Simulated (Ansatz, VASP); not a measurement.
# TeP2 in VASP and in Ansatz

```
Te P
1.0
     1.79902   -5.93238    0.00000
     1.79902    5.93238    0.00000
     0.00000    0.00000    2.95373
Te P
1 2
Direct
  0.50000 0.50000 0.00000
  0.81363 0.18637 0.00000
  0.18637 0.81363 0.00000
```

Alike in both runs: task relaxation of cell and atoms; functional PBE; k mesh 6 × 6 × 6; occupations gaussian, width 0.1 eV; no spin polarisation.

|  | VASP | Ansatz |
| --- | --- | --- |
| version | VASP 6.6.1 | Ansatz 0.2.0 |
| potentials or method | VASP PAW PBE potentials, release 64 (Te, P) | scalar-relativistic, plane waves, PAW |
| plane-wave cutoff (eV) | 600 | 420 |
| valence electrons in the cell | 16 | 26 |

|  | VASP | Ansatz | Ansatz less VASP |
| --- | --- | --- | --- |
| gap on the k mesh at the Fermi level, each at its own relaxed structure (eV) | none | none | - |
| relaxed volume (Å³/atom) | 24.70 | 24.72 | +0.014 |
| relaxed cell length with the largest relative difference (Å) | 2.778 | 2.781 | +0.0028 |
| energy change over the relaxation (meV/atom) | -165 | -160 | +5.4 |

A gap of «none» marks a metal or a gap that the smearing closes. The two sets of potentials don't hold the same shells in valence.

Caveats: the volume moved by over 15 % at a fixed basis, so the end points are rough (VASP); this functional lacks dispersion, which binds the layers, so the pressure and a relaxed spacing across them are unreliable, and here the layers came unbound. Spin-orbit coupling is left out, which matters for the levels of Te.
